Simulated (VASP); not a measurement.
Output of a VASP run:

OUTCAR:
```
 ion  position               nearest neighbor table
   1  0.667  0.333  0.500-   4 1.95   4 1.95   4 1.95   3 1.95
   2  0.333  0.667  0.000-   3 1.95   3 1.95   3 1.95   4 1.95
   3  0.667  0.333  0.877-   2 1.95   2 1.95   2 1.95   1 1.95
   4  0.333  0.667  0.377-   1 1.95   1 1.95   1 1.95   2 1.95
  LATTYP: Found a hexagonal cell.
 ALAT       =     3.1861765758
 C/A-ratio  =     1.6277512168
 Subroutine PRICEL returns:
 Original cell was already a primitive cell.
 Subroutine GETGRP returns: Found 12 space group operations
The static configuration has the point symmetry C_3v.
 The point group associated with its full space group is C_6v.
The dynamic configuration has the point symmetry C_3v.
 Subroutine INISYM returns: Found 12 space group operations
 Subroutine IBZKPT returns following result:
 Found     30 irreducible k-points:

 Following reciprocal coordinates:
            Coordinates               Weight
  0.000000  0.000000  0.000000      1.000000
  0.125000 -0.000000  0.000000      6.000000
  0.250000 -0.000000  0.000000      6.000000
  0.375000 -0.000000  0.000000      6.000000
  0.500000 -0.000000  0.000000      3.000000
  0.125000  0.125000  0.000000      6.000000
  0.250000  0.125000  0.000000     12.000000
  0.375000  0.125000  0.000000     12.000000
  0.250000  0.250000  0.000000      6.000000
  0.375000  0.250000  0.000000      6.000000
  0.000000  0.000000  0.250000      2.000000
  0.125000 -0.000000  0.250000     12.000000
  0.250000 -0.000000  0.250000     12.000000
  0.375000 -0.000000  0.250000     12.000000
  0.500000 -0.000000  0.250000      6.000000
  0.125000  0.125000  0.250000     12.000000
  0.250000  0.125000  0.250000     24.000000
  0.375000  0.125000  0.250000     24.000000
  0.250000  0.250000  0.250000     12.000000
  0.375000  0.250000  0.250000     12.000000
  0.000000  0.000000  0.500000      1.000000
  0.125000 -0.000000  0.500000      6.000000
  0.250000 -0.000000  0.500000      6.000000
  0.375000 -0.000000  0.500000      6.000000
  0.500000 -0.000000  0.500000      3.000000
  0.125000  0.125000  0.500000      6.000000
  0.250000  0.125000  0.500000     12.000000
  0.375000  0.125000  0.500000     12.000000
  0.250000  0.250000  0.500000      6.000000
  0.375000  0.250000  0.500000      6.000000
   k-points           NKPTS =     30   k-points in BZ     NKDIM =     30   number of bands    NBANDS=     22
   number of dos      NEDOS =    301   number of ions     NIONS =      4
   total plane-waves  NPLWV =  23040
   dimension x,y,z NGX =    24 NGY =   24 NGZ =   40
   dimension x,y,z NGXF=    48 NGYF=   48 NGZF=   80
   ions per type =               2   2
   PREC   = accura    normal or accurate (medium, high low for compatibility)
   ISTART =      0    job   : 0-new  1-cont  2-samecut
   ICHARG =      2    charge: 1-file 2-atom 10-const
   ISPIN  =      1    spin polarized calculation?
   LNONCOLLINEAR =      F non collinear calculations
   LSORBIT =      F    spin-orbit coupling
   INIWAV =      1    electr: 0-lowe 1-rand  2-diag
   ENCUT  =  520.0 eV  38.22 Ry    6.18 a.u.   5.92  5.92  9.64*2*pi/ulx,y,z
   NELM   =    100;   NELMIN=  2; NELMDL= -5     # of ELM steps
   EDIFF  = 0.1E-06   stopping-criterion for ELM
   LREAL  =      F    real-space projection
   NLSPLINE    = F    spline interpolate recip. space projectors
   LMAXMIX     =    4 max onsite mixed and CHGCAR
   VOSKOWN=      0    Vosko Wilk Nusair interpolation
   EDIFFG = -.1E-01   stopping-criterion for IOM
   NSW    =     30    number of steps for IOM
   NBLOCK =      1;   KBLOCK =     30    inner block; outer block
   IBRION =      2    ionic relax: 0-MD 1-quasi-New 2-CG
   NFREE  =      1    steps in history (QN), initial steepest desc. (CG)
   ISIF   =      4    stress and relaxation
   ISYM   =      2    0-nonsym 1-usesym 2-fastsym
   TEIN   =    0.0    initial temperature
   TEBEG  =    0.0;   TEEND  =   0.0 temperature during run
   SMASS  =  -3.00    Nose mass-parameter (am)
...
```

**OSZICAR**
```
       N       E                     dE             d eps       ncg     rms          rms(c)
DAV:   1     0.283606296510E+03    0.28361E+03   -0.18320E+04  1360   0.305E+03
DAV:   2     0.677757866431E+01   -0.27683E+03   -0.26822E+03  1496   0.538E+02
DAV:   3    -0.273075662768E+02   -0.34085E+02   -0.33592E+02  1494   0.156E+02
DAV:   4    -0.286425655495E+02   -0.13350E+01   -0.13320E+01  1888   0.330E+01
DAV:   5    -0.286598110998E+02   -0.17246E-01   -0.17238E-01  1448   0.345E+00    0.111E+01
DAV:   6    -0.243920508754E+02    0.42678E+01   -0.15968E+01  2396   0.594E+01    0.309E+00
DAV:   7    -0.245120591132E+02   -0.12001E+00   -0.18164E+00  1422   0.113E+01    0.270E+00
DAV:   8    -0.245023330281E+02    0.97261E-02   -0.28371E-01  2210   0.827E+00    0.850E-01
DAV:   9    -0.244798978363E+02    0.22435E-01   -0.11287E-01  2376   0.569E+00    0.331E-01
DAV:  10    -0.244807926285E+02   -0.89479E-03   -0.58561E-03  1530   0.798E-01    0.138E-01
DAV:  11    -0.244807095750E+02    0.83053E-04   -0.11920E-03  2010   0.661E-01    0.238E-02
DAV:  12    -0.244807221962E+02   -0.12621E-04   -0.16282E-04  1512   0.944E-02    0.131E-02
DAV:  13    -0.244807210726E+02    0.11236E-05   -0.22551E-05  1866   0.104E-01    0.233E-03
DAV:  14    -0.244807213663E+02   -0.29366E-06   -0.34601E-06  1920   0.263E-02    0.167E-03
DAV:  15    -0.244807212684E+02    0.97898E-07   -0.25702E-07  1394   0.473E-03
   1 F= -.24480721E+02 E0= -.24480721E+02  d E =-.244807E+02
       N       E                     dE             d eps       ncg     rms          rms(c)
DAV:   1    -0.244808712867E+02   -0.14992E-03   -0.54165E-03  1502   0.619E-01    0.674E-02
DAV:   2    -0.244807983067E+02    0.72980E-04   -0.22130E-04  1772   0.234E-01    0.401E-02
DAV:   3    -0.244807541254E+02    0.44181E-04   -0.69240E-05  1816   0.132E-01    0.342E-03
DAV:   4    -0.244807560126E+02   -0.18872E-05   -0.21259E-05  1356   0.491E-02    0.223E-03
DAV:   5    -0.244807559688E+02    0.43827E-07   -0.72600E-07  1778   0.829E-03
   2 F= -.24480756E+02 E0= -.24480756E+02  d E =-.347004E-04
```

OUTCAR:
```
------------------------ aborting loop because EDIFF is reached ----------------------------------------
  FORCE on cell =-STRESS in cart. coord.  units (eV):
  Direction    XX          YY          ZZ          XY          YZ          ZX
  --------------------------------------------------------------------------------------
  Total        1.6282728      1.6282727      1.6320569      0.0000000      0.0000000      0.0000000
  in kB       57.2149549     57.2149532     57.3479233      0.0000000      0.0000000      0.0000000
  external PRESSURE =      57.2592771 kB  Pullay stress =       0.0000000 kB
  volume of cell :       45.60
      direct lattice vectors                 reciprocal lattice vectors
     1.592644272 -2.758540757  0.000000000     0.313943301 -0.181255252  0.000000000
     1.592644272  2.758540757  0.000000000     0.313943301  0.181255252  0.000000000
     0.000000000  0.000000000  5.189195110     0.000000000  0.000000000  0.192708113
  FREE ENERGIE OF THE ION-ELECTRON SYSTEM (eV)
  ---------------------------------------------------
  free  energy   TOTEN  =       -24.4807559688 eV

  energy  without entropy=      -24.4807559688  energy(sigma->0) =      -24.48075597

 reached required accuracy - stopping structural energy minimisation
```
(Selected blocks of OUTCAR.)

**POSCAR**
```
GaN
1
    1.5930883047    -2.7593098459     0.0000000000
    1.5930883047     2.7593098459     0.0000000000
    0.0000000000     0.0000000000     5.1863027982
Ga N
2 2
Direct
  0.6666670000   0.3333330000   0.5000532702
  0.3333330000   0.6666670000   0.0000532702
  0.6666670000   0.3333330000   0.8769467298
  0.3333330000   0.6666670000   0.3769467298
```

Reconstruct the remaining input files.

This is not unique; one that fits is the input of the run itself, PW91 GGA, plane waves, VASP's PBE PAW potentials (set 64).

**INCAR**
```
! general
SYSTEM  = GaN
PREC    = Accurate
ENCUT   = 520   ! plane-wave cut-off (eV)
LREAL   = F   ! projection in real space or not
LASPH   = T

! electronic loop
EDIFF   = 1E-7   ! SCF stop (eV)
NELM    = 100   ! most electronic steps
ALGO    = Normal
LMAXMIX = 4

! smearing
ISMEAR  = 0   ! Gaussian
SIGMA   = 0.05

! functional
GGA     = 91

! ions
IBRION  = 2
NSW     = 30   ! most ionic steps
ISIF    = 4
EDIFFG  = -0.01   ! ionic stop

! output
LWAVE   = F
LCHARG  = F
```

File KPOINTS:
```
Automatic mesh
0
Gamma
8 8 4
0 0 0
```

POTCAR, in this order: Ga_d N (PBE.64 set). Program: vasp_std.

The compound is GaN in the wurtzite structure. This cell is one point of a volume scan, at 0.97 of the reference volume. Symmetry was kept, so distortions that lower it aren't found.
